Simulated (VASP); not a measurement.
Wanted: the native input for a VASP 6.6.1 run.

```yaml
Task: single point
Functional: PBE
Potentials_or_basis: VASP PAW PBE potentials, release 64 (In_d, Ga_d, N)
Cutoff: 520 eV
k_mesh: 8 × 8 × 8
Occupations: gaussian, width 0.1 eV
Spin: no spin polarisation
Dipole_correction: no
Further_INCAR_settings: ALGO = Fast; EDIFF = 1e-07; NBANDS = 36
```

The structure of InGa3N lies in POSCAR:

```
InGa3N
1.0
    4.4600834803      0.0000000000      0.0000000000
    0.0000000000      4.4600834803      0.0000000000
    0.0000000000      0.0000000000      4.4600834803
In Ga N
1 3 1
Direct
    0.0000000000      0.0000000000      0.0000000000
    0.5000000000      0.5000000000      0.0000000000
    0.0000000000      0.5000000000      0.5000000000
    0.5000000000      0.0000000000      0.5000000000
    0.5000000000      0.5000000000      0.5000000000
```

The cell comes from a database or a generator and needn't be the stable form of this composition.

The input as run:

INCAR

```
SYSTEM = InGa3N
PREC = Accurate
ENCUT = 520
EDIFF = 1E-7
ISMEAR = 0
SIGMA = 0.1
LREAL = .False.
LASPH = .True.
NELM = 100
ALGO = Fast
ISIF = 2
LWAVE = .False.
LCHARG = .True.
GGA = PE
LELF = .True.
LVHAR = .True.
NBANDS = 36
```

KPOINTS

```
regular mesh
0
Gamma
  8 8 8
  0 0 0
```

Potentials or basis: VASP PAW PBE potentials, release 64 (In_d, Ga_d, N).

Launch:

```bash
$ cat potpaw_PBE.64/In_d/POTCAR potpaw_PBE.64/Ga_d/POTCAR potpaw_PBE.64/N/POTCAR > POTCAR
$ mpirun -np 1 vasp_std > vasp.out
```

Results of the run:

```
Pressure               : 0.2 GPa
Band gap on the k mesh : none (metal or under the smearing width)
```

It took 2.1 min on 1 thread of AMD EPYC 9R14 (Zen 4), on a shared host, peak memory 0.24 GiB.
